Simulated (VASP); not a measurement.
# A VASP study of Si3N4 (LDA): structure first, properties next, part 4 of 7

Wanted: the relaxed cell of Si3N4 and its properties. The start is a cell from a database of measured crystal structures.

VASP 6.6.1; LDA; plane waves and PAW (Si, N).

So far, gap on the k-mesh (eV): step 2 (relaxing cell and atoms (LDA)) 4.23; step 6 (total and projected DOS (LDA)) 4.20. The relaxed cell has a = 7.577, c = 2.893 Å (conventional setting).

### 7. Zone-centre phonons (LDA)

Zone-centre modes test whether the atoms sit at a minimum within this cell. IBRION = 8 takes the force constants from linear response, which needs tightly converged orbitals.

Contents of INCAR:

```
SYSTEM = Si3N4
PREC = Accurate
ENCUT = 520
EDIFF = 1E-08
NELM = 100
ISMEAR = 0
SIGMA = 0.05
LREAL = .FALSE.
ALGO = Normal
GGA = CA
NBANDS = 46
LORBIT = 11
LWAVE = .FALSE.
LCHARG = .FALSE.
KPAR = 8
IBRION = 8
LEPSILON = .TRUE.
ISIF = 2
```

Contents of POSCAR:

```
Si3N4
1.0
    7.5771658243      0.0000000015      0.0000000000
   -3.7885829134      6.5620180918      0.0000000000
    0.0000000000      0.0000000000      2.8929258871
Si N
6 8
Direct
    0.7674982124      0.1739084410      0.2500000000
    0.5935897713      0.7674982124      0.7500000000
    0.8260915590      0.5935897713      0.2500000000
    0.2325017876      0.8260915590      0.7500000000
    0.4064102287      0.2325017876      0.2500000000
    0.1739084410      0.4064102287      0.7500000000
    0.0295514522      0.3302420085      0.2500000000
    0.6993094437      0.0295514522      0.7500000000
    0.6697579915      0.6993094437      0.2500000000
    0.9704485478      0.6697579915      0.7500000000
    0.3006905563      0.9704485478      0.2500000000
    0.3302420085      0.3006905563      0.7500000000
    0.6666666667      0.3333333333      0.2500000000
    0.3333333333      0.6666666667      0.7500000000
```

Contents of KPOINTS:

```
Automatic mesh
0
Gamma
4 4 9
0 0 0
```

Potentials, in the order of the species: Si and N (LDA family, release 64).

Command:

```bash
$ mpirun -np 8 vasp_std
```

Output:

```text
[... set-up lines as in an earlier step ...]
 entering main loop
       N       E                     dE             d eps       ncg     rms          rms(c)
[... 12 cycles as in an earlier step ...]
DAV:  13    -0.126538272079E+03    0.28394E-06   -0.61511E-06  2144   0.129E-02    0.397E-03
DAV:  14    -0.126538272191E+03   -0.11180E-06   -0.10699E-06  2384   0.478E-03    0.245E-03
DAV:  15    -0.126538272267E+03   -0.76098E-07   -0.50875E-07  2128   0.309E-03    0.206E-03
DAV:  16    -0.126538272266E+03    0.21646E-09   -0.31633E-08  1928   0.916E-04
   1 F= -.12653827E+03 E0= -.12653827E+03  d E =-.753894E-13
 Linear response reoptimize wavefunctions to high precision
DAV:   1    -0.126538272266E+03    0.45657E-09   -0.57379E-09  1496   0.373E-04
DAV:   2    -0.126538272266E+03   -0.21282E-09   -0.78321E-10  1296   0.132E-04
DAV:   3    -0.126538272266E+03    0.76398E-10   -0.13578E-10  1280   0.515E-05
 Linear response G [H, r] |phi>, progress :
  Direction:   1
       N       E                     dE             d eps       ncg     rms
RMM:   1    -0.299013285190E+03   -0.29901E+03   -0.51120E+01  4649   0.914E+01
RMM:   2    -0.232788755503E+03    0.66225E+02   -0.27726E+01  3228   0.234E+01
RMM:   3    -0.233090780258E+03   -0.30202E+00   -0.55649E-01  3307   0.301E+00
RMM:   4    -0.233104595810E+03   -0.13816E-01   -0.17117E-02  3453   0.511E-01
RMM:   5    -0.233105018363E+03   -0.42255E-03   -0.65768E-04  3493   0.111E-01
RMM:   6    -0.233105037742E+03   -0.19379E-04    0.39147E-04  3545   0.280E-02
RMM:   7    -0.233105035284E+03    0.24585E-05    0.46369E-04  3571   0.132E-02
RMM:   8    -0.233105039744E+03   -0.44601E-05    0.40770E-04  3584   0.105E-02
RMM:   9    -0.233105043093E+03   -0.33495E-05    0.97770E-05  3670   0.102E-02
RMM:  10    -0.233105066567E+03   -0.23473E-04   -0.13262E-03  3684   0.101E-02
RMM:  11    -0.233105123623E+03   -0.57056E-04   -0.25700E-03  3673   0.101E-02
 Linear response G [H, r] |phi>, progress :
  Direction:   2
       N       E                     dE             d eps       ncg     rms
RMM:   1    -0.301026317075E+03   -0.30103E+03   -0.66520E+01  4670   0.913E+01
RMM:   2    -0.233512611649E+03    0.67514E+02   -0.27606E+01  3226   0.234E+01
RMM:   3    -0.233808482319E+03   -0.29587E+00   -0.54974E-01  3311   0.301E+00
RMM:   4    -0.233823020768E+03   -0.14538E-01   -0.15256E-02  3479   0.518E-01
RMM:   5    -0.233823654947E+03   -0.63418E-03    0.22710E-04  3498   0.113E-01
RMM:   6    -0.233823756566E+03   -0.10162E-03    0.53503E-04  3541   0.290E-02
RMM:   7    -0.233823742809E+03    0.13757E-04    0.72970E-04  3570   0.138E-02
RMM:   8    -0.233823747805E+03   -0.49958E-05    0.66099E-04  3588   0.110E-02
RMM:   9    -0.233823763769E+03   -0.15963E-04    0.27097E-04  3653   0.106E-02
RMM:  10    -0.233823831865E+03   -0.68096E-04   -0.15609E-03  3654   0.106E-02
RMM:  11    -0.233823839598E+03   -0.77331E-05   -0.15186E-03  3660   0.106E-02
 Linear response G [H, r] |phi>, progress :
  Direction:   3
       N       E                     dE             d eps       ncg     rms
RMM:   1    -0.279834268489E+03   -0.27983E+03   -0.19506E+01  4303   0.870E+01
RMM:   2    -0.232539426403E+03    0.47295E+02   -0.21267E+01  3126   0.205E+01
RMM:   3    -0.232807855572E+03   -0.26843E+00   -0.39983E-01  3310   0.258E+00
RMM:   4    -0.232820454990E+03   -0.12599E-01   -0.10980E-02  3445   0.433E-01
RMM:   5    -0.232820893408E+03   -0.43842E-03    0.27784E-05  3458   0.928E-02
RMM:   6    -0.232820919907E+03   -0.26499E-04    0.67667E-04  3514   0.247E-02
RMM:   7    -0.232820920429E+03   -0.52165E-06    0.71389E-04  3537   0.128E-02
RMM:   8    -0.232820919835E+03    0.59423E-06    0.71378E-04  3562   0.107E-02
RMM:   9    -0.232820919917E+03   -0.82089E-07    0.55151E-04  3624   0.103E-02
RMM:  10    -0.232820926177E+03   -0.62605E-05   -0.19820E-04  3673   0.103E-02
RMM:  11    -0.232820922803E+03    0.33747E-05    0.94325E-04  3658   0.103E-02
 Linear response to external field (no local field effect), progress :
  Direction:   1
       N       E                     dE             d eps       ncg     rms          rms(c)
RMM:   1    -0.132726895866E+01   -0.13273E+01   -0.45101E+00  3566   0.364E+00
RMM:   2    -0.136110033856E+01   -0.33831E-01   -0.24050E-02  3205   0.521E-01
RMM:   3    -0.136155251384E+01   -0.45218E-03   -0.55208E-04  3297   0.667E-02
RMM:   4    -0.136156905335E+01   -0.16540E-04   -0.25650E-05  3377   0.123E-02
RMM:   5    -0.136156976322E+01   -0.70987E-06   -0.18157E-06  3386   0.283E-03
RMM:   6    -0.136156981489E+01   -0.51670E-07   -0.61881E-07  3337   0.101E-03
RMM:   7    -0.136156981826E+01   -0.33667E-08   -0.54728E-07  3165   0.698E-04
RMM:   8    -0.136156981894E+01   -0.67889E-09   -0.55305E-07  3116   0.648E-04
RMM:   9    -0.136156981934E+01   -0.40098E-09   -0.40678E-07  3104   0.640E-04
RMM:  10    -0.136156981820E+01    0.11392E-08   -0.41124E-07  3145   0.640E-04
 change of polarisation eV/A/(eV/A) component  1 :     2.723    -0.054    -0.066
 dielectric tensor                  component  1 :     4.426    -0.067    -0.083
 Linear response to external field (no local field effect), progress :
  Direction:   2
       N       E                     dE             d eps       ncg     rms          rms(c)
RMM:   1    -0.134408899356E+01   -0.13441E+01   -0.46051E+00  3565   0.364E+00
RMM:   2    -0.137667711361E+01   -0.32588E-01   -0.24350E-02  3218   0.522E-01
RMM:   3    -0.137713151205E+01   -0.45440E-03   -0.55643E-04  3312   0.671E-02
RMM:   4    -0.137714793815E+01   -0.16426E-04   -0.25914E-05  3386   0.124E-02
RMM:   5    -0.137714866658E+01   -0.72843E-06   -0.16218E-06  3390   0.285E-03
RMM:   6    -0.137714871914E+01   -0.52568E-07   -0.42214E-07  3349   0.103E-03
RMM:   7    -0.137714872273E+01   -0.35874E-08   -0.34587E-07  3172   0.722E-04
RMM:   8    -0.137714872380E+01   -0.10643E-08   -0.34593E-07  3131   0.675E-04
RMM:   9    -0.137714872348E+01    0.31590E-09   -0.45310E-07  3123   0.668E-04
RMM:  10    -0.137714872575E+01   -0.22677E-08   -0.51423E-07  3151   0.668E-04
 change of polarisation eV/A/(eV/A) component  2 :    -0.054     2.754    -0.056
 dielectric tensor                  component  2 :    -0.067     4.465    -0.070
 Linear response to external field (no local field effect), progress :
  Direction:   3
       N       E                     dE             d eps       ncg     rms          rms(c)
RMM:   1    -0.136999944742E+01   -0.13700E+01   -0.47588E+00  3432   0.360E+00
RMM:   2    -0.139635384700E+01   -0.26354E-01   -0.20413E-02  3194   0.491E-01
RMM:   3    -0.139672622076E+01   -0.37237E-03   -0.45357E-04  3315   0.615E-02
[...]
N       E                     dE             d eps       ncg     rms          rms(c)
RMM:   1    -0.256812987992E+00   -0.25681E+00    0.18730E-01  9196   0.198E+00
RMM:   2    -0.251257914607E+00    0.55551E-02   -0.95512E-03  7692   0.381E-01    0.279E-01
RMM:   3    -0.250944625483E+00    0.31329E-03   -0.35301E-03  8043   0.190E-01    0.145E-01
RMM:   4    -0.252269103034E+00   -0.13245E-02   -0.19846E-03  8396   0.129E-01    0.462E-02
RMM:   5    -0.252291750555E+00   -0.22648E-04   -0.77526E-05  8200   0.303E-02    0.784E-03
RMM:   6    -0.252374984222E+00   -0.83234E-04   -0.83790E-06  8697   0.904E-03    0.312E-03
RMM:   7    -0.252348550934E+00    0.26433E-04   -0.23253E-07  8517   0.263E-03    0.880E-04
RMM:   8    -0.252350517011E+00   -0.19661E-05    0.38372E-07  8841   0.598E-04    0.315E-04
RMM:   9    -0.252350789321E+00   -0.27231E-06    0.20425E-08  8883   0.272E-04    0.101E-04
RMM:  10    -0.252351138822E+00   -0.34950E-06   -0.93810E-08  8918   0.202E-04    0.235E-05
RMM:  11    -0.252351131766E+00    0.70563E-08    0.40009E-09  9175   0.182E-04    0.105E-05
 first order change of Fermi-energy   0.26328E+00
 force on displaced ion       7 direction 1 : -31.342 -15.234   0.000
 Born effective charge ion    7 direction 1 :  -2.686  -0.691   0.000
 Linear response progress:
  Degree of freedom:   5/  8
       N       E                     dE             d eps       ncg     rms          rms(c)
RMM:   1    -0.255370395090E+00   -0.25537E+00    0.11764E-01  9063   0.190E+00
RMM:   2    -0.250418333624E+00    0.49521E-02   -0.79289E-03  7712   0.340E-01    0.229E-01
RMM:   3    -0.250555168281E+00   -0.13683E-03   -0.24574E-03  7882   0.162E-01    0.116E-01
RMM:   4    -0.251864498823E+00   -0.13093E-02   -0.16479E-03  8374   0.118E-01    0.346E-02
RMM:   5    -0.251872739664E+00   -0.82408E-05   -0.47991E-05  8260   0.249E-02    0.797E-03
RMM:   6    -0.251948867347E+00   -0.76128E-04   -0.44622E-06  8621   0.645E-03    0.274E-03
RMM:   7    -0.251926916449E+00    0.21951E-04   -0.17122E-07  8311   0.235E-03    0.747E-04
RMM:   8    -0.251931341425E+00   -0.44250E-05    0.15983E-07  8738   0.630E-04    0.305E-04
RMM:   9    -0.251932045008E+00   -0.70358E-06    0.13466E-08  8861   0.296E-04    0.783E-05
RMM:  10    -0.251931975850E+00    0.69158E-07    0.23835E-08  8822   0.214E-04    0.227E-05
RMM:  11    -0.251932012663E+00   -0.36813E-07   -0.37298E-08  9174   0.191E-04    0.106E-05
RMM:  12    -0.251931993427E+00    0.19236E-07    0.12712E-07  9274   0.186E-04    0.478E-06
RMM:  13    -0.251931997842E+00   -0.44150E-08    0.11883E-07  9535   0.183E-04    0.223E-06
RMM:  14    -0.251931992687E+00    0.51547E-08    0.36505E-08  9693   0.181E-04    0.936E-07
 first order change of Fermi-energy   0.33830E+00
 force on displaced ion       7 direction 2 : -15.234 -18.809   0.000
 Born effective charge ion    7 direction 2 :  -0.683  -2.043   0.000
 Linear response progress:
  Degree of freedom:   6/  8
       N       E                     dE             d eps       ncg     rms          rms(c)
RMM:   1    -0.239756045227E+00   -0.23976E+00    0.20451E-01 13402   0.197E+00
RMM:   2    -0.235430977129E+00    0.43251E-02   -0.83955E-03 11061   0.366E-01    0.282E-01
RMM:   3    -0.235675265101E+00   -0.24429E-03   -0.20753E-03 10719   0.166E-01    0.145E-01
RMM:   4    -0.237527709526E+00   -0.18524E-02   -0.18950E-03 11414   0.145E-01    0.283E-02
RMM:   5    -0.237378434274E+00    0.14928E-03   -0.48404E-05 12496   0.272E-02    0.445E-03
RMM:   6    -0.237449507966E+00   -0.71074E-04   -0.27779E-06 12604   0.553E-03    0.160E-03
RMM:   7    -0.237441393103E+00    0.81149E-05    0.93796E-09 12803   0.132E-03    0.321E-04
RMM:   8    -0.237443725580E+00   -0.23325E-05    0.11272E-07 12948   0.381E-04    0.110E-04
RMM:   9    -0.237443043350E+00    0.68223E-06   -0.78514E-08 13213   0.211E-04    0.432E-05
RMM:  10    -0.237443981450E+00   -0.93810E-06   -0.12848E-07 13145   0.187E-04    0.105E-05
RMM:  11    -0.237443922948E+00    0.58502E-07   -0.21988E-07 13788   0.166E-04    0.396E-06
RMM:  12    -0.237443940149E+00   -0.17202E-07   -0.62577E-08 13816   0.162E-04    0.117E-06
RMM:  13    -0.237443936181E+00    0.39683E-08   -0.71024E-09 13855   0.160E-04    0.774E-07
 first order change of Fermi-energy  -0.48871E-03
 force on displaced ion       7 direction 3 :   0.009   0.004 -28.893
 Born effective charge ion    7 direction 3 :   0.000   0.000  -2.797
 Linear response progress:
  Degree of freedom:   7/  8
       N       E                     dE             d eps       ncg     rms          rms(c)
RMM:   1    -0.258771767403E+00   -0.25877E+00    0.23125E-01  9441   0.196E+00
RMM:   2    -0.252721099379E+00    0.60507E-02   -0.93045E-03  7690   0.379E-01    0.312E-01
RMM:   3    -0.251951679837E+00    0.76942E-03   -0.43690E-03  7994   0.205E-01    0.162E-01
RMM:   4    -0.253345205821E+00   -0.13935E-02   -0.25181E-03  8334   0.140E-01    0.507E-02
RMM:   5    -0.253318205908E+00    0.27000E-04   -0.92243E-05  8029   0.326E-02    0.100E-02
RMM:   6    -0.253443818096E+00   -0.12561E-03   -0.12082E-05  8681   0.106E-02    0.302E-03
RMM:   7    -0.253408969147E+00    0.34849E-04   -0.29847E-07  8452   0.309E-03    0.922E-04
RMM:   8    -0.253413315450E+00   -0.43463E-05   -0.17132E-07  8870   0.686E-04    0.334E-04
RMM:   9    -0.253415632867E+00   -0.23174E-05   -0.59125E-08  8843   0.356E-04    0.117E-04
RMM:  10    -0.253414985533E+00    0.64733E-06   -0.28270E-07  8790   0.232E-04    0.268E-05
RMM:  11    -0.253414990407E+00   -0.48733E-08   -0.32212E-07  9166   0.172E-04    0.114E-05
RMM:  12    -0.253414910565E+00    0.79842E-07   -0.40434E-07  9208   0.167E-04    0.402E-06
RMM:  13    -0.253414957114E+00   -0.46549E-07   -0.30098E-07  9525   0.162E-04    0.266E-06
RMM:  14    -0.253414944010E+00    0.13104E-07   -0.45607E-07  9625   0.160E-04    0.551E-07
RMM:  15    -0.253414942785E+00    0.12250E-08   -0.46680E-07  9766   0.159E-04    0.475E-07
RMM:  16    -0.253414941988E+00    0.79661E-09   -0.45993E-07  9852   0.158E-04    0.244E-07
RMM:  17    -0.253414943590E+00   -0.16018E-08   -0.42633E-07  9941   0.157E-04    0.212E-07
RMM:  18    -0.253414942487E+00    0.11033E-08   -0.42996E-07 10055   0.157E-04    0.133E-07
RMM:  19    -0.253414942668E+00   -0.18107E-09   -0.43780E-07 10189   0.157E-04    0.146E-07
RMM:  20    -0.253414944053E+00   -0.13857E-08   -0.43327E-07 10307   0.157E-04    0.105E-07
RMM:  21    -0.253414941842E+00    0.22112E-08   -0.44231E-07 10419   0.157E-04    0.947E-08
 first order change of Fermi-energy  -0.62839E+00
 force on displaced ion      13 direction 1 : -39.497   0.002   0.000
 Born effective charge ion   13 direction 1 :  -2.922   0.051   0.000
 Linear response progress:
  Degree of freedom:   8/  8
       N       E                     dE             d eps       ncg     rms          rms(c)
RMM:   1    -0.236234362041E+00   -0.23623E+00    0.58317E-02  4780   0.170E+00
RMM:   2    -0.233186964360E+00    0.30474E-02   -0.75292E-03  4156   0.251E-01    0.173E-01
RMM:   3    -0.234134148558E+00   -0.94718E-03   -0.91756E-04  3832   0.107E-01    0.865E-02
RMM:   4    -0.235737877004E+00   -0.16037E-02   -0.78901E-04  4131   0.954E-02    0.195E-02
RMM:   5    -0.235761737494E+00   -0.23860E-04   -0.31724E-05  4673   0.207E-02    0.268E-03
RMM:   6    -0.235804767446E+00   -0.43030E-04   -0.98125E-07  4759   0.324E-03    0.106E-03
RMM:   7    -0.235796313741E+00    0.84537E-05   -0.13563E-07  4656   0.108E-03    0.222E-04
RMM:   8    -0.235798061133E+00   -0.17474E-05   -0.41731E-08  4923   0.309E-04    0.671E-05
RMM:   9    -0.235798095942E+00   -0.34809E-07   -0.10767E-07  4996   0.179E-04    0.213E-05
RMM:  10    -0.235798244461E+00   -0.14852E-06   -0.15147E-07  5085   0.155E-04    0.660E-06
RMM:  11    -0.235798237344E+00    0.71169E-08   -0.13259E-07  5221   0.150E-04    0.291E-06
RMM:  12    -0.235798236618E+00    0.72586E-09   -0.86687E-08  5326   0.149E-04    0.614E-07
 first order change of Fermi-energy   0.51749E-02
 force on displaced ion      13 direction 3 :  -0.000  -0.000  -5.989
 Born effective charge ion   13 direction 3 :  -0.000  -0.000  -1.760
 Born effective charges drift removed
 Linear response finished
```

Wall time 25 min (8 MPI ranks of AMD EPYC 7R43, shared host); peak memory 8.1 GiB.

[end of part 4 of 7]

[Lines on the potential files, build, host, timing and source positions are cut from VASP's logs without a mark.]

[Logs are printed without paths, hosts, clocks, repeated set-up lines and the standing remarks that a program may print on its own settings, such as how far it seeks lower states.]

[Hosts, paths, dates, database ids (printed as entryN), source tags and the programs' standing remarks are cut or masked in the printed files.]

[A measured line is paired with the nearest computed mode of its activity, which favours agreement.]

[In band tables of VASP the shares of atoms and orbitals are scaled to a sum of 1 inside the atoms' spheres.]
